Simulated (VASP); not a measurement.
Sn3P2:

```
Sn P
1.0
     6.42930    0.00000    0.00000
     0.00000    6.42930    0.00000
     0.00000    0.00000    6.42930
Sn P
6 4
Direct
  0.00000 0.50000 0.50000
  0.00000 0.50000 0.00000
  0.50000 0.00000 0.50000
  0.00000 0.00000 0.50000
  0.50000 0.00000 0.00000
  0.50000 0.50000 0.00000
  0.25000 0.25000 0.25000
  0.25000 0.75000 0.75000
  0.75000 0.75000 0.25000
  0.75000 0.25000 0.75000
```

The cell was built by a generator and needn't be a form met in nature.

- Program: VASP 6.6.1
- Task: relaxation of cell and atoms
- Functional: PBE
- Potentials or basis: VASP PAW PBE potentials, release 64 (Sn_d, P)
- Cutoff: 520 eV
- k mesh: 2 × 2 × 2
- Occupations: gaussian, width 0.15 eV
- Spin: no spin polarisation

At the start: pressure 5.0 GPa; volume 26.58 Å³/atom.

Problem. Where does the relaxation end?

Solution. Over 3 steps the energy falls by 34.7 meV/atom and the volume is 29.08 Å³/atom (+9.4 %); space group Pn-3m (No. 224, to 0.05 Å).

Step by step:
```csv
step,energy change (eV),largest force (eV/Å),pressure (GPa),volume (Å³)
1,0.0000,0.0000,5.02,265.76
2,-0.3133,0.0000,-0.73,299.08
3,-0.3472,0.0000,0.08,290.84
```

Final structure:
```yaml
crystal:
  lattice:
    - [6.62550, 0.00000, 0.00000]
    - [0.00000, 6.62550, 0.00000]
    - [0.00000, 0.00000, 6.62550]
  atoms:
    - { symbol: Sn, position: [0.00000, 0.50000, 0.50000] }
    - { symbol: Sn, position: [0.00000, 0.50000, 0.00000] }
    - { symbol: Sn, position: [0.50000, 0.00000, 0.50000] }
    - { symbol: Sn, position: [0.00000, 0.00000, 0.50000] }
    - { symbol: Sn, position: [0.50000, 0.00000, 0.00000] }
    - { symbol: Sn, position: [0.50000, 0.50000, 0.00000] }
    - { symbol: P, position: [0.25000, 0.25000, 0.25000] }
    - { symbol: P, position: [0.25000, 0.75000, 0.75000] }
    - { symbol: P, position: [0.75000, 0.75000, 0.25000] }
    - { symbol: P, position: [0.75000, 0.25000, 0.75000] }
```

Caveat: the k mesh is coarse (spacing up to 0.49 Å⁻¹), so the values aren't converged; the relaxation stopped at a loose force limit of 0.08 eV/Å, so its end isn't a converged minimum.
